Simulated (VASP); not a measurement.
Here is the system:

```xyz
3
Lattice="-1.6074 1.6074 3.9010 1.6074 -1.6074 3.9010 1.6074 1.6074 -3.9010" Properties=species:S:1:pos:R:3 pbc="T T T"
Si     0.0000     0.0000     2.6136
Si     0.0000     0.0000     5.1884
W      0.0000     0.0000     0.0000
```

Level of theory: PBE GGA, VASP's PBE PAW potentials (set 64) (plane waves; VASP). Numerical set-up: 420 eV cut-off, 10×10×10 Γ-centred mesh shifted by (0.5, 0.5, 0.5), Gaussian smearing of 0.27 eV, potentials Si W_sv.

**Question.** The ions, cell shape and volume are relaxed. Predict the relaxed structure.

**Answer.** 
```xyz
3
Lattice="-1.6145 1.6145 3.9352 1.6145 -1.6145 3.9352 1.6145 1.6145 -3.9352" Properties=species:S:1:pos:R:3 pbc="T T T"
Si     0.0000     0.0000     2.6330
Si     1.6145     1.6145     1.3022
W      1.6145     1.6145    -3.9352
```
Space group I4/mmm (139), at a tolerance of 0.03 Å.

**Question.** How do energy and volume change from the first to the last step?

**Answer.** The energy (σ→0) changes by -3.4 meV/atom and the volume by +1.8 %, in 5 ionic steps.

```
step  E(σ→0) (eV)  max force (eV/Å)  pressure (GPa)  volume (Å³)
----  -----------  ----------------  --------------  -----------
1        -24.8019             0.124            4.25        40.32
2        -24.7786             0.119           -6.90        42.43
3        -24.8120             0.029           -0.10        41.07
4        -24.8120             0.031           -0.03        41.05
5        -24.8120             0.008            0.06        41.03
```

The structure comes from a computed database's Si2W entry; how it stands against other phases isn't given here. This run relaxes it. Symmetry was kept, so distortions that lower it aren't found. The run is one of a series of settings (EDIFFG = -0.01, ENCUT = 420, IBRION = 2, ISIF = 3, NSW = 50 against the base run), some of them coarse on purpose.
